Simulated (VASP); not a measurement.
Input:

```xyz
5
Lattice="3.7519 0.0000 0.0000 0.0000 3.7519 0.0000 0.0000 0.0000 3.7519" Properties=species:S:1:pos:R:3 pbc="T T T"
Sr     0.0000     0.0000     0.0000
V      1.8760     1.8760     1.8760
O      1.8760     0.0000     1.8760
O      0.0000     1.8760     1.8760
O      1.8760     1.8760     0.0000
```

These are LDA (Ceperley-Alder, Perdew-Zunger), VASP's LDA PAW potentials (set 64) (plane waves; VASP) values and carry that method's errors. Run with 620 eV cut-off, 8×8×8 Γ-centred mesh, first-order Methfessel-Paxton smearing of 0.10 eV, potentials Sr_sv V_sv O.

### Question
The ions, cell shape and volume at an external pressure of 10.0 GPa are relaxed. Give the cell that the relaxation ends in.

### Answer

```xyz
5
Lattice="3.7272 0.0000 0.0000 0.0000 3.7272 0.0000 0.0000 0.0000 3.7272" Properties=species:S:1:pos:R:3 pbc="T T T"
Sr     0.0000     0.0000     0.0000
V      1.8636     1.8636     1.8636
O      1.8636     0.0000     1.8636
O      0.0000     1.8636     1.8636
O      1.8636     1.8636     0.0000
```
Space group Pm-3m (221), at a tolerance of 0.03 Å.

### Question
How do energy and volume change from the first to the last step?

### Answer
The energy (σ→0) changes by +9.6 meV/atom and the volume by -2.0 %, in 3 ionic steps.

```json
[
 {"step": "1", "E(σ→0) (eV)": "-43.6680", "max force (eV/Å)": "0.000", "pressure (GPa)": "5.05", "volume (Å³)": "52.81"},
 {"step": "2", "E(σ→0) (eV)": "-43.4979", "max force (eV/Å)": "0.000", "pressure (GPa)": "17.71", "volume (Å³)": "50.36"},
 {"step": "3", "E(σ→0) (eV)": "-43.6199", "max force (eV/Å)": "0.000", "pressure (GPa)": "9.98", "volume (Å³)": "51.78"}
]
```

The compound is SrVO3 in the cubic perovskite structure. This run relaxes it under an external pressure of 10 GPa. Symmetry was kept, so distortions that lower it aren't found. The run is not spin-polarised, so no magnetic state was tried. The electron count is odd and the run is not spin-polarised, which forces a metal.
